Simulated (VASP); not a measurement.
A convergence study with VASP on BaHfO$_{3}$ (cubic perovskite): one setting is varied, all else stays as given below, so the limit is that of these other settings. Each run relaxes cell and ions; the cell shown is the tightest run's result.

```
CELL_PARAMETERS angstrom
      4.19954     0.00000     0.00000
      0.00000     4.19954     0.00000
      0.00000     0.00000     4.19954
ATOMIC_POSITIONS crystal
  Ba 0.00000 0.00000 0.00000
  Hf 0.50000 0.50000 0.50000
  O  0.50000 0.00000 0.50000
  O  0.00000 0.50000 0.50000
  O  0.50000 0.50000 0.00000
```

Method: PBE GGA, VASP's PBE PAW potentials (set 64) (plane waves; VASP 6.6.1). The tightest run used: 700 eV cut-off, 9×9×9 Γ-centred mesh, Gaussian smearing of 0.050 eV, potentials Ba_sv Hf_pv O.

The reference is 9×9×9 mesh, which took about 2 core-minutes. Times come from single runs on busy shared machines, so they are rough: good to a factor of about 2.

Question: Of the settings 2×2×2 mesh; 3×3×3 mesh; 4×4×4 mesh; 5×5×5 mesh; 6×6×6 mesh; 7×7×7 mesh; 8×8×8 mesh; 9×9×9 mesh, which is the lowest that keeps the difference from the reference in relaxed volume (Å³/atom) within 0.05 from there on, and what does it cost?

Answer: 3×3×3 mesh; its cost over the reference is about 1/6.
| setting | difference in relaxed volume (Å³/atom) | cost over the reference |
|---|---|---|
| 2×2×2 mesh | 0.168 | about 1/5 |
| 3×3×3 mesh | 0.017 | about 1/6 |
| 4×4×4 mesh | 0.002 | about 1/3 |
| 5×5×5 mesh | 0.000 | about 1/3 |
| 6×6×6 mesh | 0.000 | within a factor of 2 |
| 7×7×7 mesh | 0.000 | within a factor of 2 |
| 8×8×8 mesh | 0.000 | within a factor of 2 |
| 9×9×9 mesh | 0.000 | reference |

Left out are rungs that failed or repeat a setting and relaxations that didn't move; long series are thinned to 24 rows.

The compound is BaHfO3 in the cubic perovskite structure.
